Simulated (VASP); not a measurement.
# InSbO2 (P6_3/mmc) in VASP: elastic constants with PBE

Aim: the elastic constants of InSbO2 with PBE.

All numbers are computed with VASP 6.6.1; they aren't measurements. Logs are shortened: lines on timing, memory, paths and dates and some standing lists are left out, and cuts for length are marked.

### 1 The crystal as given

Symmetry: P6_3/mmc, No. 194, hexagonal system. Conventional cell: a = 3.343 Å, b = 3.343 Å, c = 13.619 Å, α = 90.00°, β = 90.00°, γ = 120.00°. In (site symmetry -3m) has 6 O at 2.23 Å as nearest neighbours. Sb (site symmetry -6m2) has 2 O at 2.29 Å as nearest neighbours. O (site symmetry 3m) is surrounded by 3 In at 2.23 Å and 1 Sb at 2.29 Å.

The cell was built by a generator and needn't be a form met in nature.

### 2 Elastic constants, PBE

Contents of POSCAR:

```
InSbO2
1.0
    3.3425470000      0.0000000000      0.0000000000
   -1.6712740000      2.8947310000      0.0000000000
    0.0000000000      0.0000000000     13.6190600000
In Sb O
2 2 4
Direct
    0.0000000000      0.0000000000      0.0000000000
    0.0000000000      0.0000000000      0.5000000000
    0.3333330000      0.6666670000      0.2500000000
    0.6666670000      0.3333330000      0.7500000000
    0.3333330000      0.6666670000      0.0818710000
    0.6666670000      0.3333330000      0.5818710000
    0.3333330000      0.6666670000      0.4181290000
    0.6666670000      0.3333330000      0.9181290000
```

Contents of INCAR.step1:

```
SYSTEM = InSbO2
PREC = Accurate
ENCUT = 520
EDIFF = 1E-8
ISMEAR = 0
SIGMA = 0.1
LREAL = .False.
LASPH = .True.
NELM = 60
ALGO = Normal
ISIF = 3
LWAVE = .False.
LCHARG = .False.
GGA = PE
KPAR = 8
IBRION = 2
NSW = 40
EDIFFG = -0.002
```

Contents of INCAR.step2:

```
SYSTEM = InSbO2
PREC = Accurate
ENCUT = 520
EDIFF = 1E-8
ISMEAR = 0
SIGMA = 0.1
LREAL = .False.
LASPH = .True.
NELM = 60
ALGO = Normal
ISIF = 3
LWAVE = .False.
LCHARG = .False.
GGA = PE
KPAR = 8
IBRION = 6
NFREE = 2
POTIM = 0.015
NSW = 1
```

Contents of KPOINTS:

```
Automatic mesh
0
Gamma
  7 7 4
  0 0 0
```

Potentials or basis: VASP PAW PBE potentials, release 64 (In_d, Sb, O).

On the command line:

```console
$ cat potpaw_PBE.64/In_d/POTCAR potpaw_PBE.64/Sb/POTCAR potpaw_PBE.64/O/POTCAR > POTCAR
$ cp INCAR.step1 INCAR
$ mpirun -np 8 vasp_std > vasp.out
$ cp CONTCAR POSCAR
$ cp INCAR.step2 INCAR
$ mpirun -np 8 vasp_std > vasp.out
```

OUTCAR:

```text
SYSTEM = InSbO2
   PREC = Accurate
   ENCUT = 520
   EDIFF = 1E-8
   ISMEAR = 0
   LREAL = .False.
   LASPH = .True.
   NELM = 60
   ISIF = 3
   GGA = PE
   IBRION = 6
   NFREE = 2
   POTIM = 0.015
   NSW = 1

 ion  position               nearest neighbor table
   1  0.000  0.000  0.000-   5 2.24   8 2.24   8 2.24   5 2.24   8 2.24   5 2.24
   2  0.000  0.000  0.500-   6 2.24   7 2.24   6 2.24   7 2.24   6 2.24   7 2.24
   3  0.333  0.667  0.250-   5 2.28   7 2.28
   4  0.667  0.333  0.750-   6 2.28   8 2.28
   5  0.333  0.667  0.083-   1 2.24   1 2.24   1 2.24   3 2.28
   6  0.667  0.333  0.583-   2 2.24   2 2.24   2 2.24   4 2.28
   7  0.333  0.667  0.417-   2 2.24   2 2.24   2 2.24   3 2.28
   8  0.667  0.333  0.917-   1 2.24   1 2.24   1 2.24   4 2.28

  LATTYP: Found a hexagonal cell.
 ALAT       =     3.3510417458
 C/A-ratio  =     4.0633416060

  Lattice vectors:

 A1 = (   3.3510417458,  -0.0000000015,   0.0000000000)
 A2 = (  -1.6755213754,   2.9020876693,   0.0000000000)
 A3 = (   0.0000000000,   0.0000000000,  13.6164273492)

Analysis of symmetry for initial positions (statically):
=====================================================================
 Subroutine PRICEL returns:
 Original cell was already a primitive cell.

 Routine SETGRP: Setting up the symmetry group for a
 hexagonal supercell.

 Subroutine GETGRP returns: Found 24 space group operations
 (whereof 12 operations were pure point group operations)
 out of a pool of 24 trial point group operations.

The static configuration has the point symmetry D_3d.
 The point group associated with its full space group is D_6h.

Analysis of symmetry for dynamics (positions and initial velocities):
=====================================================================
 Subroutine PRICEL returns:
 Original cell was already a primitive cell.

 Routine SETGRP: Setting up the symmetry group for a
 hexagonal supercell.

 Subroutine GETGRP returns: Found 24 space group operations
 (whereof 12 operations were pure point group operations)
 out of a pool of 24 trial point group operations.

The dynamic configuration has the point symmetry D_3d.
 The point group associated with its full space group is D_6h.

 Subroutine INISYM returns: Found 24 space group operations
 (whereof 12 operations are pure point group operations),
 and found     1 'primitive' translations

----------------------------------------------------------------------------------------

                                     Primitive cell

  volume of cell :     132.4200

  direct lattice vectors                    reciprocal lattice vectors
     3.351041746 -0.000000001  0.000000000     0.298414665  0.172289816  0.000000000
    -1.675521375  2.902087669  0.000000000     0.000000000  0.344579528  0.000000000
     0.000000000  0.000000000 13.616427349     0.000000000  0.000000000  0.073440703

  length of vectors
     3.351041746  3.351042333 13.616427349     0.344579589  0.344579528  0.073440703

  position of ions in fractional coordinates (direct lattice)
     0.000000000  0.000000000  0.000000000
     0.000000000  0.000000000  0.500000000
     0.333333000  0.666667000  0.250000000
     0.666667000  0.333333000  0.750000000
     0.333333000  0.666667000  0.082615251
     0.666667000  0.333333000  0.582615251
     0.333333000  0.666667000  0.417384749
[... 137 lines left out ...]

  FORCE on cell =-STRESS in cart. coord.  units (eV):
  Direction    XX          YY          ZZ          XY          YZ          ZX
  --------------------------------------------------------------------------------------
  -------------------------------------------------------------------------------------
  Total        0.0003815      0.0003815      0.0015294     -0.0000000      0.0000000      0.0000000
  in kB        0.0046162      0.0046162      0.0185039     -0.0000000      0.0000000      0.0000000
  external PRESSURE =       0.0092454 kB  Pullay stress =       0.0000000 kB
[... 107 lines left out ...]
  FREE ENERGIE OF THE ION-ELECTRON SYSTEM (eV)
  ---------------------------------------------------
  free  energy   TOTEN  =       -42.6331063233 eV

  energy  without entropy=      -42.6166518898  energy(sigma->0) =      -42.62487911

[... ionic steps 4 to 22 ...]

--------------------------------------- Ionic step       23  -------------------------------------------

 number of electron      59.9999997 magnetization

------------------------ aborting loop because EDIFF is reached ----------------------------------------
[... 79 lines left out ...]
--------------------------------------- Ionic step       25  -------------------------------------------

 number of electron      59.9999996 magnetization

 Free energy of the ion-electron system (eV)
  ---------------------------------------------------
  ext. energy  EPLUGINS =         0.00000000
  ---------------------------------------------------
  free energy    TOTEN  =       -42.64352329 eV

  energy without entropy =      -42.62248036  energy(sigma->0) =      -42.63300182

 E-fermi :   7.7461     XC(G=0): -10.4370

 val. band max:        7.7066097277   @ k =   0.1429   0.0000   0.5000
 cond. band min:       7.7501456217   @ k =   0.1429   0.1429   0.0000
 fundamental gap:      0.0435358939
 Fermi energy:         7.7461186471

 k-point     1 :       0.0000    0.0000    0.0000
  band No.  band energies     occupation
      1     -12.1875      2.00000
      2     -12.1529      2.00000
      3     -11.2744      2.00000
      4     -11.2081      2.00000
      5      -7.2846      2.00000
      6      -7.2846      2.00000
[... 925 lines left out ...]
     35      11.5795      0.00000
     36      11.6210      0.00000

 [... further k-points ...]
[... 5 lines left out ...]
  --------------------------------------------------------------------------------------
  -------------------------------------------------------------------------------------
  Total        0.0712739      0.0712739     -0.0566385     -0.0000000     -0.0000000     -0.0000000
  in kB        0.8623577      0.8623580     -0.6852815     -0.0000001     -0.0000000     -0.0000000
  external PRESSURE =       0.3464781 kB  Pullay stress =       0.0000000 kB
[... 23 lines left out ...]
  FREE ENERGIE OF THE ION-ELECTRON SYSTEM (eV)
  ---------------------------------------------------
  free  energy   TOTEN  =       -42.6435232881 eV

  energy  without entropy=      -42.6224803578  energy(sigma->0) =      -42.63300182

 INTERNAL STRAIN TENSORS FROM STRAINED CELLS
 ============================================

 INTERNAL STRAIN TENSOR FOR ION    1 for displacements in x,y,z  (eV/Angst):
          X           Y           Z          XY          YZ          ZX
  --------------------------------------------------------------------------------
  x    -0.00000     0.00000     0.00000     0.00000     0.00000    -0.00000
  y     0.00000    -0.00000    -0.00000    -0.00000    -0.00000     0.00000
  z    -0.00000     0.00000     0.00000     0.00000    -0.00000    -0.00000

 INTERNAL STRAIN TENSORS FROM DISPLACED ATOMS
 ============================================

 INTERNAL STRAIN TENSOR FOR ION    1 for displacements in x,y,z  (eV/Angst):
          X           Y           Z          XY          YZ          ZX
  --------------------------------------------------------------------------------
  x     0.00000     0.00000     0.00000     0.00000     0.00000     0.00000
  y     0.00000     0.00000     0.00000     0.00000     0.00000     0.00000
  z     0.00000     0.00000     0.00000     0.00000     0.00000     0.00000

 INTERNAL STRAIN TENSOR FOR ION    8 for displacements in x,y,z  (eV/Angst):
          X           Y           Z          XY          YZ          ZX
  --------------------------------------------------------------------------------
  x     0.00000    -0.00000    -0.00000    -1.39210    -0.00000     4.42678
  y    -1.39210     1.39210     0.00000    -0.00000     4.42678    -0.00000
  z     4.48921     4.48921    -4.18982    -0.00000    -0.00000     0.00000

 Eigenvectors and eigenvalues of the dynamical matrix
 ----------------------------------------------------

   1 f  =   13.853744 THz    87.045639 2PiTHz  462.111149 cm-1    57.294455 meV
             X         Y         Z           dx          dy          dz
      0.000000  0.000000  0.000000     0.000000   -0.000000    0.000000
      0.000000  0.000000  6.808214    -0.000000    0.000000    0.000000
     -0.000002  1.934726  3.404107    -0.000000    0.000000   -0.000000
      1.675522  0.967362 10.212321     0.000000   -0.000000    0.000000
     -0.000002  1.934726  1.124925    -0.000000   -0.000000   -0.500000
      1.675522  0.967362  7.933138    -0.000000    0.000000   -0.500000
     -0.000002  1.934726  5.683289     0.000000   -0.000000    0.500000
      1.675522  0.967362 12.491503    -0.000000    0.000000    0.500000
[... 243 lines left out ...]
  24 f/i=    0.005081 THz     0.031922 2PiTHz    0.169468 cm-1     0.021011 meV
             X         Y         Z           dx          dy          dz
      0.000000  0.000000  0.000000    -0.205206    0.415401    0.000000
      0.000000  0.000000  6.808214    -0.205206    0.415401    0.000000
     -0.000002  1.934726  3.404107    -0.210410    0.425936    0.000000
      1.675522  0.967362 10.212321    -0.210410    0.425936    0.000000
     -0.000002  1.934726  1.124925    -0.076482    0.154823    0.000000
      1.675522  0.967362  7.933138    -0.076482    0.154823    0.000000
     -0.000002  1.934726  5.683289    -0.076482    0.154823    0.000000
      1.675522  0.967362 12.491503    -0.076482    0.154823    0.000000

--------------------------------------------------------------------------------------------------------

 ELASTIC MODULI CONTR FROM IONIC RELAXATION (kBar)
 Direction    XX          YY          ZZ          XY          YZ          ZX
 --------------------------------------------------------------------------------
 XX         -97.4986    -57.7524     72.4485      0.0000     -0.0000      0.0000
 YY         -57.7524    -97.4986     72.4485      0.0000      0.0000      0.0000
 ZZ          72.4485     72.4485    -67.6168     -0.0000     -0.0000     -0.0000
 XY           0.0000      0.0000     -0.0000    -19.8731     -0.0000     -0.0000
 YZ          -0.0000      0.0000     -0.0000     -0.0000   -178.6562      0.0000
 ZX           0.0000      0.0000     -0.0000     -0.0000      0.0000   -178.6564
 --------------------------------------------------------------------------------

 TOTAL ELASTIC MODULI (kBar)
 Direction    XX          YY          ZZ          XY          YZ          ZX
 --------------------------------------------------------------------------------
 XX        1162.2397   1197.3971    640.6758     -0.0002     -0.0000      0.0000
 YY        1197.3971   1162.2403    640.6760     -0.0002      0.0000      0.0000
 ZZ         640.6758    640.6760   2810.3828     -0.0001     -0.0000     -0.0000
 XY          -0.0002     -0.0002     -0.0001    -17.5786     -0.0000     -0.0000
 YZ          -0.0000      0.0000     -0.0000     -0.0000    257.5744     -0.0000
 ZX           0.0000      0.0000     -0.0000     -0.0000     -0.0000    257.5741
 --------------------------------------------------------------------------------
```

It took 16 min on 8 MPI ranks of Intel Xeon 6975P-C (Granite Rapids), shared host; peak memory 0.88 GiB.

Results:

```yaml
Relaxed_volume: 16.55 Å³/atom
Relaxed_cell: a = 3.351 Å, b = 3.351 Å, c = 13.616 Å, α = 90.00°, β = 90.00°, γ = 120.00°
Space_group_after_relaxing_to_0.05_Å: P6_3/mmc (No. 194)
Voigt_bulk_modulus: 112 GPa
Highest_phonon_frequency_at_Γ_LO-TO_splitting_left_out: 462 cm⁻¹
```

Step by step:
| step | energy change (eV) | largest force (eV/Å) | pressure (GPa) | volume (Å³) |
| --- | --- | --- | --- | --- |
| 1 | 0.0000 | 0.1534 | 0.59 | 131.77 |
| 2 | -0.0041 | 0.0199 | -0.39 | 132.94 |
| 3 | -0.0043 | 0.0439 | -0.21 | 132.72 |
| 4 | -0.0047 | 0.0087 | 0.04 | 132.42 |
| 5 | -0.0047 | 0.0126 | 0.02 | 132.45 |
| 6 | -0.0048 | 0.0051 | 0.01 | 132.43 |
| 7 | -0.0049 | 0.0005 | 0.00 | 132.42 |

Final structure:
```xyz
8
Lattice="3.3510 0.0000 0.0000 -1.6755 2.9021 0.0000 0.0000 0.0000 13.6164" Properties=species:S:1:pos:R:3 pbc="T T T"
In    0.0000    0.0000    0.0000
In    0.0000    0.0000    6.8082
Sb    0.0000    1.9347    3.4041
Sb    1.6755    0.9674   10.2123
O     0.0000    1.9347    1.1249
O     1.6755    0.9674    7.9331
O     0.0000    1.9347    5.6833
O     1.6755    0.9674   12.4915
```

Phonon frequencies in cm⁻¹ (negative: imaginary):
```csv
q point,frequencies
"(0.000, 0.000, 0.000)",0 0 0 40 40 50 50 68 68 125 133 143 267 300 300 304 304 305 305 307 307 357 387 462
```

Elastic tensor in Voigt notation (GPa, in the Cartesian axes of the cell as first typed):
```
116 120  64   0   0   0
120 116  64   0   0   0
 64  64 281   0   0   0
  0   0   0  26   0   0
  0   0   0   0  26   0
  0   0   0   0   0  -2
```

Clamped-ion elastic tensor (GPa):
```
126 126  57   0   0   0
126 126  57   0   0   0
 57  57 288   0   0   0
  0   0   0  44   0   0
  0   0   0   0  44   0
  0   0   0   0   0   0
```

Caveat: the elastic tensor has a negative eigenvalue, so either the cell is unstable as it stands or the mesh is too thin. The run has no spin-orbit coupling, so splittings on Sb are missing.
